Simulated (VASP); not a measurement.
Input:

```
CELL_PARAMETERS angstrom
      4.16442     0.00000     0.00000
      0.00000     4.16442     0.00000
      0.00000     0.00000     4.16442
ATOMIC_POSITIONS crystal
  Ga 0.00000 0.50000 0.50000
  Ga 0.50000 0.00000 0.50000
  Ga 0.50000 0.50000 0.00000
  Ge 0.00000 0.00000 0.00000
```

Calculation: PBEsol GGA, VASP's PBE PAW potentials (set 64) (plane waves; VASP). Numerical set-up: 400 eV cut-off, 8×8×8 Γ-centred mesh, tetrahedra with Blöchl corrections, potentials Ga_d Ge_d.

The cores are frozen, which limits the accuracy of field gradients.

**Question.** Give the principal components of the electric field gradient (V/Å²) and the asymmetry η at each nucleus.

**Answer.** 
```csv
atom,Vxx,Vyy,Vzz,η
Ga1,-2.7,-2.7,5.5,0.00
Ga2,-2.7,-2.7,5.5,0.00
Ga3,-2.7,-2.7,5.5,0.00
Ge4,0.0,0.0,0.0,-
```

The structure comes from a computed database's Ga3Ge entry (Pm-3m); how it stands against other phases isn't given here. It was relaxed first.
